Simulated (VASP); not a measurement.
## BeC3N3: relaxation of cell and atoms with PBE

BeC3N3:

```xyz
7
Lattice="3.6327 0.0000 0.0000 0.0000 3.6327 0.0000 0.0000 0.0000 3.6327" Properties=species:S:1:pos:R:3 pbc="T T T"
Be    0.0000    0.0000    0.0000
C     1.8163    0.0000    0.0000
C     0.0000    1.8163    0.0000
C     0.0000    0.0000    1.8163
N     1.8163    0.0000    1.8163
N     1.8163    1.8163    0.0000
N     0.0000    1.8163    1.8163
```

The cell was built by a generator and needn't be a form met in nature.

The cell isn't the ideal one: species swapped into the Ca3AsCl3 type (Pm-3m, No. 221).

```yaml
Program: VASP 6.6.1
Task: relaxation of cell and atoms
Functional: PBE
Potentials_or_basis: VASP PAW PBE potentials, release 64 (Be, C, N)
Cutoff: 600 eV
k_mesh: 6 × 6 × 6
Occupations: gaussian, width 0.1 eV
Spin: no spin polarisation
Dipole_correction: no
Further_INCAR_settings: ALGO = Normal; EDIFF = 1e-06; IBRION = 2; EDIFFG = -0.04; NSW = 90; ISIF = 3
```

```json
{
 "Relaxed volume": "6.72 Å³/atom",
 "Relaxed cell": "a = 3.610 Å, b = 3.610 Å, c = 3.610 Å, α = 90.00°, β = 90.00°, γ = 90.00°",
 "Space group after relaxing (to 0.05 Å)": "Pm-3m (No. 221)",
 "Energy gained by relaxing": "1.1 meV/atom",
 "Ionic steps": "2",
 "Pressure after relaxing": "0.2 GPa",
 "Band gap on the k mesh": "none (metal or under the smearing width)"
}
```

Step by step:
```tsv
step	energy change (eV)	largest force (eV/Å)	pressure (GPa)	volume (Å³)
1	0.0000	0.0000	-3.00	47.94
2	-0.0080	0.0000	0.17	47.05
```

Final structure:
```cif
data_structure
_symmetry_space_group_name_H-M 'P 1'
_symmetry_Int_Tables_number 1
_cell_length_a 3.6102
_cell_length_b 3.6102
_cell_length_c 3.6102
_cell_angle_alpha 90.000
_cell_angle_beta 90.000
_cell_angle_gamma 90.000
_cell_volume 47.05
loop_
_atom_site_label
_atom_site_type_symbol
_atom_site_fract_x
_atom_site_fract_y
_atom_site_fract_z
_atom_site_occupancy
Be1 Be 0.00000 0.00000 0.00000 1
C1 C 0.50000 0.00000 0.00000 1
C2 C 0.00000 0.50000 0.00000 1
C3 C 0.00000 0.00000 0.50000 1
N1 N 0.50000 0.00000 0.50000 1
N2 N 0.50000 0.50000 0.00000 1
N3 N 0.00000 0.50000 0.50000 1
```

Levels at points of the mesh, in eV from the Fermi level:
```tsv
k point	band 11	band 12	band 13	band 14	band 15	band 16	band 17	band 18
(0.00, 0.00, 0.00)	-4.93	-4.93	-1.55	-1.55	-1.55	0.78	0.78	0.78
(0.50, 0.00, 0.00)	-1.82	-1.82	-1.69	-0.67	-0.67	-0.09	1.22	2.85
(0.50, 0.50, 0.00)	-3.63	-1.92	-1.57	-0.25	1.82	1.82	2.69	2.69
(0.50, 0.50, 0.50)	-0.79	0.89	0.89	1.79	1.79	2.00	2.00	2.00
```

Wall time 38 s on 1 thread of Intel(R) Xeon(R) Platinum 8259CL CPU @ 2.50GHz (Skylake/Cascade Lake), with other jobs on the host, peak memory 0.17 GiB.
